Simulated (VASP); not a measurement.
An input for Quantum ESPRESSO's pw.x (written as the equivalent of a VASP run, and not itself run):

```
&CONTROL
  calculation = 'scf'
  pseudo_dir = './pseudo'
  outdir = './out'
  tprnfor = .true.
  tstress = .true.
/
&SYSTEM
  ibrav = 0
  nat = 10
  ntyp = 3
  ecutwfc = 84
  occupations = 'smearing'
  smearing = 'gaussian'
  degauss = 0.00735
  input_dft = 'pz'
/
&ELECTRONS
  conv_thr = 7.3e-08
  electron_maxstep = 100
/
ATOMIC_SPECIES
  Ca 40.078 Ca.upf
  Sb 121.760 Sb.upf
  P 30.974 P.upf
CELL_PARAMETERS angstrom
     5.3156980    0.0000000    0.0000000
     0.0000000    5.3156980    0.0000000
     0.0000000    0.0000000   20.0737000
ATOMIC_POSITIONS crystal
  Ca   0.0000000  0.5000000  0.2988990
  Ca   0.5000000  0.0000000  0.2988990
  Ca   0.5000000  0.5000000  0.4329650
  Ca   0.0000000  0.5000000  0.5670300
  Ca   0.5000000  0.0000000  0.5670300
  Ca   0.5000000  0.5000000  0.7011010
  Sb   0.0000000  0.0000000  0.4329650
  Sb   0.0000000  0.0000000  0.7011010
  P    0.5000000  0.5000000  0.2988990
  P    0.5000000  0.5000000  0.5670300
K_POINTS automatic
  3 3 1 0 0 0
```

Q: Write the VASP files for the same calculation (LDA).

A: One answer among several that fit: 
KPOINTS:
```
Automatic mesh
0
G
3 3 1
0 0 0
```

**POSCAR**
```
Ca3PSb
1
    5.3156980000     0.0000000000     0.0000000000
    0.0000000000     5.3156980000     0.0000000000
    0.0000000000     0.0000000000    20.0737000000
Ca Sb P
6 2 2
Direct
  0.0000000000   0.5000000000   0.2988990000
  0.5000000000   0.0000000000   0.2988990000
  0.5000000000   0.5000000000   0.4329650000
  0.0000000000   0.5000000000   0.5670300000
  0.5000000000   0.0000000000   0.5670300000
  0.5000000000   0.5000000000   0.7011010000
  0.0000000000   0.0000000000   0.4329650000
  0.0000000000   0.0000000000   0.7011010000
  0.5000000000   0.5000000000   0.2988990000
  0.5000000000   0.5000000000   0.5670300000
```

### INCAR
```
ALGO  =  Normal
EDIFF  =  1E-6
ENCUT  =  300
ISIF  =  2
ISMEAR  =  0
LASPH  =  T
LCHARG  =  F
LMAXMIX  =  4
LREAL  =  F
LWAVE  =  F
NELM  =  100
PREC  =  Accurate
SIGMA  =  0.1
SYSTEM  =  Ca3PSb
```

POTCAR, in this order: Ca_sv Sb P (LDA.64 set). Program: vasp_std.

Limits of the translation: the potentials are each code's own (VASP's PAW set, PseudoDojo norm-conserving files in pw.x), so ENCUT and ecutwfc are chosen apart and not converted; conv_thr bounds pw.x's estimated SCF error, while EDIFF bounds the energy change between steps.

The cell is a sheet with vacuum, built from a database entry that may be metastable or hypothetical.
